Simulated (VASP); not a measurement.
Here is the system:

```
GaN
1.0
    1.59053    -2.75488     0.00000
    1.59053     2.75488     0.00000
    0.00000     0.00000     5.17733
Ga N
2 2
Direct
  0.66667   0.33333   0.50002
  0.33333   0.66667   0.00002
  0.66667   0.33333   0.87698
  0.33333   0.66667   0.37698
```

Level of theory: AM05 GGA, VASP's PBE PAW potentials (set 64) (plane waves; VASP). Numerical set-up: 520 eV cut-off, 9×9×5 Γ-centred mesh, tetrahedra with Blöchl corrections, potentials Ga_d N.

Task: Tabulate the total density of states (states/eV per cell) against energy (eV; zero at the valence-band maximum or, without a gap, the Fermi level).

Result: 
```
E (eV) | DOS (states/eV)
    -9.96 |  0.00
    -9.72 |  0.00
    -9.60 |  0.00
    -9.36 |  0.00
    -9.24 |  0.00
    -9.00 |  0.00
    -8.76 |  0.00
    -8.64 |  0.00
    -8.40 |  0.00
    -8.16 |  0.00
    -8.04 |  0.00
    -7.80 |  0.00
    -7.68 |  0.00
    -7.44 |  0.00
    -7.20 |  0.00
    -7.08 |  0.01
    -6.84 |  0.08
    -6.60 | ###### 0.96
    -6.48 | ######## 1.30
    -6.24 | ############### 2.52
    -6.12 | ################## 3.06
    -5.88 | ############ 2.05
    -5.64 | ######## 1.38
    -5.52 | ######### 1.45
    -5.28 | ######### 1.45
    -5.04 | ###### 1.07
    -4.92 | ###### 0.95
    -4.68 | ##### 0.81
    -4.56 | #### 0.70
    -4.32 | ####### 1.12
    -4.08 | ######## 1.29
    -3.96 | ######## 1.33
    -3.72 | ######## 1.31
    -3.60 | ######## 1.42
    -3.36 | ########## 1.74
    -3.12 | ############# 2.23
    -3.00 | ############ 1.99
    -2.76 | ############# 2.19
    -2.52 | ############ 2.03
    -2.40 | ############# 2.15
    -2.16 | ############### 2.59
    -2.04 | ################## 3.13
    -1.80 | ################ 2.77
    -1.56 | #################### 3.35
    -1.44 | ############################## 5.07
    -1.20 | ################ 2.63
    -0.96 | ############ 1.95
    -0.84 | ########## 1.68
    -0.60 | ####### 1.17
    -0.48 | ###### 1.08
    -0.24 | ### 0.55
     0.00 |  0.03
     0.12 |  0.00
     0.36 |  0.00
     0.48 |  0.00
     0.72 |  0.00
     0.96 |  0.00
     1.08 |  0.00
     1.32 |  0.00
     1.56 |  0.00
     1.68 |  0.00
     1.92 |  0.00
     2.04 |  0.00
     2.28 |  0.00
     2.52 |  0.01
     2.64 |  0.02
     2.88 |  0.04
     3.12 |  0.08
     3.24 | # 0.09
     3.48 | # 0.12
     3.60 | # 0.14
     3.84 | # 0.18
     4.08 | # 0.25
     4.20 | ## 0.38
     4.44 | ##### 0.88
     4.68 | ######### 1.54
     4.80 | ########## 1.70
     5.04 | ########## 1.69
     5.16 | ######### 1.53
     5.40 | ########### 1.82
```
Within 2 eV below the valence-band maximum the largest weight inside VASP's projection spheres is N p, then Ga p.

The compound is GaN in the wurtzite structure. It was relaxed first.
